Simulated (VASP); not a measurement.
BaTiO₃ (cubic perovskite) relaxed at rising pressure, in one space group throughout; other phases were not tried. The pressures are those reached. Calculation: PBEsol GGA, VASP's PBE PAW potentials (set 64) (plane waves; VASP).

```
P (GPa)  V (Å³/atom)  k-mesh
-------  -----------  ------
-0.13         12.645   6×6×6
4.99          12.310   6×6×6
9.99          12.023   6×6×6
19.81         11.547   6×6×6
29.77         11.149   6×6×6
```

Problem. Fit an equation of state and predict the volume at 44.96 GPa.

Solution. Least squares on the third-order Birch-Murnaghan form, P = (3B0/2)(y⁷ − y⁵)[1 + (3/4)(B′ − 4)(y² − 1)] with y = (V0/V)^(1/3), gives V0 = 12.636 Å³/atom, B0 = 180 GPa and B′ = 4.4, and so 10.653 Å³/atom. The run gave 10.652 Å³/atom, -0.0 % from the fit.

Pressures at which the relaxation failed are left out.

The compound is BaTiO3 in the cubic perovskite structure, the ideal cubic form; the compound distorts at low or room temperature.
